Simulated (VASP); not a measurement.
Output of a VASP run:

OUTCAR:
```
 ion  position               nearest neighbor table
   1  0.000  0.000  0.000-   3 2.94   4 2.94   5 2.94   3 2.94   4 2.94   4 2.94   5 2.94   4 2.94
                             3 2.94   5 2.94   3 2.94   5 2.94   2 3.61   2 3.61   2 3.61   2 3.61
   2  0.500  0.500  0.500-   3 2.08   4 2.08   5 2.08   5 2.08   3 2.08   4 2.08   1 3.61   1 3.61
                             1 3.61   1 3.61   1 3.61   1 3.61   1 3.61   1 3.61
   3  0.500  0.000  0.500-   2 2.08   2 2.08   1 2.94   1 2.94   1 2.94   1 2.94
   4  0.000  0.500  0.500-   2 2.08   2 2.08   1 2.94   1 2.94   1 2.94   1 2.94
   5  0.500  0.500  0.000-   2 2.08   2 2.08   1 2.94   1 2.94   1 2.94   1 2.94
  LATTYP: Found a simple cubic cell.
 ALAT       =     4.1635530634
 Subroutine PRICEL returns:
 Original cell was already a primitive cell.
 Subroutine GETGRP returns: Found 48 space group operations
The static configuration has the point symmetry O_h .
The dynamic configuration has the point symmetry O_h .
 Subroutine INISYM returns: Found 48 space group operations
 Subroutine IBZKPT returns following result:
 Found     10 irreducible k-points:

 Following reciprocal coordinates:
            Coordinates               Weight
  0.000000  0.000000  0.000000      1.000000
  0.200000  0.000000  0.000000      6.000000
  0.400000  0.000000  0.000000      6.000000
  0.200000  0.200000  0.000000     12.000000
  0.400000  0.200000  0.000000     24.000000
  0.400000  0.400000  0.000000     12.000000
  0.200000  0.200000  0.200000      8.000000
  0.400000  0.200000  0.200000     24.000000
  0.400000  0.400000  0.200000     24.000000
  0.400000  0.400000  0.400000      8.000000
   k-points           NKPTS =     10   k-points in BZ     NKDIM =     10   number of bands    NBANDS=     24
   number of dos      NEDOS =    301   number of ions     NIONS =      5
   total plane-waves  NPLWV =  32768
   dimension x,y,z NGX =    32 NGY =   32 NGZ =   32
   dimension x,y,z NGXF=    64 NGYF=   64 NGZF=   64
   ions per type =               1   1   3
   PREC   = accura    normal or accurate (medium, high low for compatibility)
   ISTART =      0    job   : 0-new  1-cont  2-samecut
   ICHARG =      2    charge: 1-file 2-atom 10-const
   ISPIN  =      1    spin polarized calculation?
   LNONCOLLINEAR =      F non collinear calculations
   LSORBIT =      F    spin-orbit coupling
   INIWAV =      1    electr: 0-lowe 1-rand  2-diag
   ENCUT  =  520.0 eV  38.22 Ry    6.18 a.u.   7.74  7.74  7.74*2*pi/ulx,y,z
   NELM   =    100;   NELMIN=  2; NELMDL= -5     # of ELM steps
   EDIFF  = 0.1E-06   stopping-criterion for ELM
   LREAL  =      F    real-space projection
   NLSPLINE    = F    spline interpolate recip. space projectors
   LMAXMIX     =    4 max onsite mixed and CHGCAR
   VOSKOWN=      0    Vosko Wilk Nusair interpolation
   EDIFFG = 0.1E-05   stopping-criterion for IOM
   NSW    =      0    number of steps for IOM
   NBLOCK =      1;   KBLOCK =      1    inner block; outer block
   IBRION =     -1    ionic relax: 0-MD 1-quasi-New 2-CG
   NFREE  =      0    steps in history (QN), initial steepest desc. (CG)
   ISIF   =      2    stress and relaxation
   ISYM   =      2    0-nonsym 1-usesym 2-fastsym
   TEIN   =    0.0    initial temperature
   TEBEG  =    0.0;   TEEND  =   0.0 temperature during run
   SMASS  =  -3.00    Nose mass-parameter (am)
   PSTRESS=    0.0 pullay stress
   NELECT =      40.0000    total number of electrons
   EFERMI =   0.00;   METHOD = LEGACY
   ISMEAR =     0;   SIGMA  =   0.05  broadening in eV -4-tet -1-fermi 0-gaus
   IALGO  =     38    algorithm
   LDIAG  =      T    sub-space diagonalisation (order eigenvalues)
   IMIX   =      4    mixing-type and parameters
     AMIX     =   0.40;   BMIX     =  1.00
     AMIX_MAG =   1.60;   BMIX_MAG =  1.00
     AMIN     =   0.10
   METAGGA = MS2    functional components
   VOSKOWN =     0    Vosko Wilk Nusair interpolation
   LHFCALC =     F    Hartree Fock is set to
   LHFONE  =     F    Hartree Fock one center treatment
   AEXX    =    0.0000 exact exchange contribution
   IVDW    =     0    specifies the selected vdW correction
   LEPSILON=     F    determine dielectric tensor
   LRPA    =     F    only Hartree local field effects (RPA)
  energy-cutoff  :      520.00
...
```

**OSZICAR**
```
       N       E                     dE             d eps       ncg     rms          rms(c)
DAV:   1     0.279260711326E+03    0.27926E+03   -0.21572E+04   480   0.157E+03
DAV:   2    -0.685053616731E+02   -0.34777E+03   -0.34138E+03   616   0.385E+02
DAV:   3    -0.994309704076E+02   -0.30926E+02   -0.30816E+02   888   0.923E+01
DAV:   4    -0.100768171979E+03   -0.13372E+01   -0.13230E+01   608   0.175E+01
DAV:   5    -0.100800905362E+03   -0.32733E-01   -0.32650E-01   552   0.245E+00    0.545E+01
DAV:   6    -0.435200243561E+02    0.57281E+02   -0.22362E+02   704   0.632E+01    0.234E+01
DAV:   7    -0.474550483668E+02   -0.39350E+01   -0.84888E+01   608   0.454E+01    0.163E+01
DAV:   8    -0.473027688649E+02    0.15228E+00   -0.16148E+01   672   0.283E+01    0.130E+01
DAV:   9    -0.481078902729E+02   -0.80512E+00   -0.15937E+01   768   0.176E+01    0.107E+01
DAV:  10    -0.418917351732E+02    0.62162E+01   -0.30682E+01   592   0.291E+01    0.429E+00
DAV:  11    -0.429934749392E+02   -0.11017E+01   -0.12720E+00   560   0.104E+01    0.340E+00
DAV:  12    -0.429007629232E+02    0.92712E-01   -0.83379E-02   800   0.206E+00    0.204E+00
DAV:  13    -0.429387721770E+02   -0.38009E-01   -0.23135E-01   720   0.321E+00    0.118E+00
DAV:  14    -0.429290994448E+02    0.96727E-02   -0.17961E-02   800   0.829E-01    0.107E+00
DAV:  15    -0.429212443469E+02    0.78551E-02   -0.22250E-02   744   0.759E-01    0.677E-01
DAV:  16    -0.429244359870E+02   -0.31916E-02   -0.10827E-02   680   0.734E-01    0.479E-01
DAV:  17    -0.429217779921E+02    0.26580E-02   -0.60349E-03   800   0.405E-01    0.255E-01
DAV:  18    -0.429215326150E+02    0.24538E-03   -0.37867E-04   728   0.162E-01    0.200E-01
DAV:  19    -0.429212032000E+02    0.32941E-03   -0.68794E-04   768   0.147E-01    0.496E-02
DAV:  20    -0.429211817946E+02    0.21405E-04   -0.42199E-05   768   0.408E-02    0.288E-02
DAV:  21    -0.429211677989E+02    0.13996E-04   -0.53845E-05   680   0.616E-02    0.234E-02
DAV:  22    -0.429211786748E+02   -0.10876E-04   -0.10329E-05   704   0.270E-02    0.954E-03
DAV:  23    -0.429211822580E+02   -0.35832E-05   -0.24647E-06   712   0.154E-02    0.622E-03
DAV:  24    -0.429211826241E+02   -0.36616E-06   -0.49297E-07   576   0.690E-03    0.524E-03
DAV:  25    -0.429211818493E+02    0.77484E-06   -0.43661E-07   592   0.545E-03    0.127E-03
DAV:  26    -0.429211817436E+02    0.10576E-06   -0.63092E-08   336   0.219E-03    0.596E-04
DAV:  27    -0.429211815665E+02    0.17710E-06   -0.35517E-08   336   0.125E-03    0.293E-04
DAV:  28    -0.429211815778E+02   -0.11363E-07   -0.14061E-08   328   0.796E-04
   1 F= -.42921182E+02 E0= -.42921182E+02  d E =-.809116E-16
```

File OUTCAR:
```
------------------------ aborting loop because EDIFF is reached ----------------------------------------
  FORCE on cell =-STRESS in cart. coord.  units (eV):
  Direction    XX          YY          ZZ          XY          YZ          ZX
  --------------------------------------------------------------------------------------
  Total        2.3696731      2.3696731      2.3696731     -0.0000000      0.0000000     -0.0000000
  in kB       52.6025382     52.6025382     52.6025382     -0.0000000      0.0000000     -0.0000000
  external PRESSURE =      52.6025382 kB  Pullay stress =       0.0000000 kB
  volume of cell :       72.18
      direct lattice vectors                 reciprocal lattice vectors
     4.163553063  0.000000000  0.000000000     0.240179478  0.000000000  0.000000000
     0.000000000  4.163553063  0.000000000     0.000000000  0.240179478  0.000000000
     0.000000000  0.000000000  4.163553063     0.000000000  0.000000000  0.240179478
 POSITION                                       TOTAL-FORCE (eV/Angst)
 -----------------------------------------------------------------------------------
      0.00000      0.00000      0.00000         0.000000      0.000000      0.000000
      2.08178      2.08178      2.08178         0.000000      0.000000      0.000000
      2.08178      0.00000      2.08178         0.000000      0.000000      0.000000
      0.00000      2.08178      2.08178         0.000000      0.000000      0.000000
      2.08178      2.08178      0.00000         0.000000      0.000000      0.000000
 -----------------------------------------------------------------------------------
    total drift:                                0.000000     -0.000000     -0.000000
  FREE ENERGIE OF THE ION-ELECTRON SYSTEM (eV)
  ---------------------------------------------------
  free  energy   TOTEN  =       -42.9211815778 eV

  energy  without entropy=      -42.9211815778  energy(sigma->0) =      -42.92118158
```
(Selected blocks of OUTCAR.)

POSCAR:
```
BaZrO3
1
    4.1635530634     0.0000000000     0.0000000000
    0.0000000000     4.1635530634     0.0000000000
    0.0000000000     0.0000000000     4.1635530634
Ba Zr O
1 1 3
Direct
  0.0000000000   0.0000000000   0.0000000000
  0.5000000000   0.5000000000   0.5000000000
  0.5000000000   0.0000000000   0.5000000000
  0.0000000000   0.5000000000   0.5000000000
  0.5000000000   0.5000000000   0.0000000000
```

Reconstruct the remaining input files.

One answer among several that fit: the input of the run itself, MS2 meta-GGA, plane waves, VASP's PBE PAW potentials (set 64).

**INCAR**
```
# general
SYSTEM   =  BaZrO3
PREC     =  Accurate
ENCUT    =  520   # plane-wave cut-off (eV)
LREAL    =  .FALSE.
LASPH    =  .TRUE.

# electronic loop
EDIFF    =  1E-7   # SCF stop (eV)
NELM     =  100   # most electronic steps
ALGO     =  Normal
LMAXMIX  =  4   # l cut-off of mixed one-centre charges
LMIXTAU  =  .TRUE.

# smearing
ISMEAR   =  0
SIGMA    =  0.05   # width (eV)

# functional
METAGGA  =  MS2

# ions
ISIF     =  2   # forces and stress, cell fixed

# output
LWAVE    =  .FALSE.
LCHARG   =  .FALSE.
```

**KPOINTS**
```
Regular mesh
0
gamma
 5 5 5
0 0 0
```

POTCAR, in this order: Ba_sv Zr_sv O (PBE.64 set). Program: vasp_std.

The compound is BaZrO3 in the cubic perovskite structure. This cell is one point of a volume scan, at 0.97 of the reference volume.
